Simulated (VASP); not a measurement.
An input for Ansatz (written as the equivalent of a VASP run, and not itself run):

Ansatz 0.2 input:
```yaml
crystal:
  lattice:
    - [4.1599694, 2.0769175, 2.0769175]
    - [2.0769175, 4.1599694, 2.0769175]
    - [2.0769175, 2.0769175, 4.1599694]
  atoms:
    - { symbol: Ni, position: [0.0000000, 0.0000000, 0.0000000], spin: 1.6 }
    - { symbol: Ni, position: [0.5000000, 0.5000000, 0.5000000], spin: -1.6 }
    - { symbol: O, position: [0.2500000, 0.2500000, 0.2500000] }
    - { symbol: O, position: [0.7500000, 0.7500000, 0.7500000] }
kpoints:
  mp_grid: { grid: [8, 8, 8] }
hamiltonian:
  xc: r2scan
  pseudopotentials: { kind: paw }
magnetization: { spin_polarized: true }
scf:
  occupations: { method: gaussian, width: 0.05 }
  max_iter: 100
relax:
  max_steps: 60
  f_tol: 0.02
  cell: {}
output: { forces: true, stress: true, eigenvalues: true }
```

Question: Write the VASP files for the same calculation (r2SCAN).

Answer: One answer among several that fit: 
**POSCAR**
```
NiO
1.0
  4.1599694146   2.0769174840   2.0769174840
  2.0769174840   4.1599694146   2.0769174840
  2.0769174840   2.0769174840   4.1599694146
Ni O
2 2
Cartesian
  0.0000000000   0.0000000000   0.0000000000
  4.1569021913   4.1569021913   4.1569021913
  2.0784510957   2.0784510957   2.0784510957
  6.2353532870   6.2353532870   6.2353532869
```

KPOINTS:
```
kpoints
0
Gamma
 8 8 8
```

### INCAR
```
LASPH  =  .TRUE.   ! aspherical one-centre terms
ISIF  =  3
LCHARG  =  .FALSE.
IBRION  =  2
LORBIT  =  10
LREAL  =  .FALSE.   ! projection in real space or not
ALGO  =  Normal   ! blocked Davidson
ISPIN  =  2
LMAXMIX  =  4   ! l cut-off of mixed one-centre charges
METAGGA  =  R2SCAN
EDIFFG  =  -0.02   ! ionic stop
PREC  =  Accurate
ISMEAR  =  0   ! Gaussian
NSW  =  60
ENCUT  =  520   ! plane-wave cut-off (eV)
EDIFF  =  1E-6   ! SCF stop (eV)
SYSTEM  =  NiO
SIGMA  =  0.05   ! width (eV)
LWAVE  =  .FALSE.
LMIXTAU  =  .TRUE.
MAGMOM  =  1.6 -1.6 0.0 0.0
NELM  =  100
```

POTCAR, in this order: Ni O (PBE.64 set). Program: vasp_std.

The two are equivalent in intent, not identical: each code has its own PAW files, so the cut-off isn't converted (ENCUT is set for VASP's; basis.ecutwfc is left out, and Ansatz then takes the one that its files recommend); Ansatz stops its SCF on the density residual and VASP on the energy change (EDIFF).

The compound is NiO in the rock salt, AFM-II order structure. It was relaxed first. The start is the result of an earlier pass.
